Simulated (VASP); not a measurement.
VASP ran on this input.

**POSCAR**
```
CsPbCl3
1
    5.6385164995     0.0000000000     0.0000000000
    0.0000000000     5.6385164995     0.0000000000
   -0.0000000000     0.0000000000     5.6385164995
Cs Pb Cl
1 1 3
Direct
  0.0000000000   0.0000000000   0.0000000000
  0.5000000000   0.5000000000   0.5000000000
  0.5000000000   0.0000000000   0.5000000000
  0.0000000000   0.5000000000   0.5000000000
  0.5000000000   0.5000000000   0.0000000000
```

### INCAR
```
# general
SYSTEM   = CsPbCl3
PREC     = Accurate
ENCUT    = 520   # plane-wave cut-off (eV)
LREAL    = .FALSE.   # projection in real space or not
LASPH    = .TRUE.   # aspherical one-centre terms

# electronic loop
EDIFF    = 1E-7
NELM     = 100   # most electronic steps
ALGO     = Normal   # blocked Davidson
LMAXMIX  = 4

# smearing
ISMEAR   = -5   # tetrahedra, Bloechl

# functional
GGA      = MK
LUSE_VDW = .TRUE.
AGGAC    = 0.0
PARAM1   = 0.1234
PARAM2   = 1.0

# ions
ISIF     = 2   # forces and stress, cell fixed

# output
LWAVE    = .FALSE.
LCHARG   = .TRUE.
LORBIT   = 11   # lm-projected
NEDOS    = 601

# other
LEFG     = .TRUE.
```

KPOINTS:
```
Automatic mesh
0
Gamma
5 5 5
0 0 0
```

POTCAR, in this order: Cs_sv Pb_d Cl (PBE.64 set). Program: vasp_std.

Write an equivalent input for Quantum ESPRESSO's pw.x.

One equivalent input (not run):
```
&CONTROL
  calculation = 'scf'
  pseudo_dir = './pseudo'
  outdir = './out'
  tprnfor = .true.
  tstress = .true.
/
&SYSTEM
  ibrav = 0
  nat = 5
  ntyp = 3
  ecutwfc = 62.5
  occupations = 'tetrahedra'
  input_dft = 'vdw-df-ob86'
/
&ELECTRONS
  conv_thr = 7.3e-09
  electron_maxstep = 100
/
ATOMIC_SPECIES
  Cs 132.905 Cs.upf
  Pb 207.200 Pb.upf
  Cl 35.450 Cl.upf
CELL_PARAMETERS angstrom
     5.6385165    0.0000000    0.0000000
     0.0000000    5.6385165    0.0000000
    -0.0000000    0.0000000    5.6385165
ATOMIC_POSITIONS crystal
  Cs   0.0000000  0.0000000  0.0000000
  Pb   0.5000000  0.5000000  0.5000000
  Cl   0.5000000  0.0000000  0.5000000
  Cl   0.0000000  0.5000000  0.5000000
  Cl   0.5000000  0.5000000  0.0000000
K_POINTS automatic
  5 5 5 0 0 0
```
What does not carry over: the potentials are each code's own (VASP's PAW set, PseudoDojo norm-conserving files in pw.x), so ENCUT and ecutwfc are chosen apart and not converted; conv_thr bounds pw.x's estimated SCF error, while EDIFF bounds the energy change between steps; the field gradients of LEFG aren't asked of the other code.

The compound is CsPbCl3 in the cubic perovskite structure, the ideal cubic form; the compound distorts at low or room temperature. It was relaxed first.
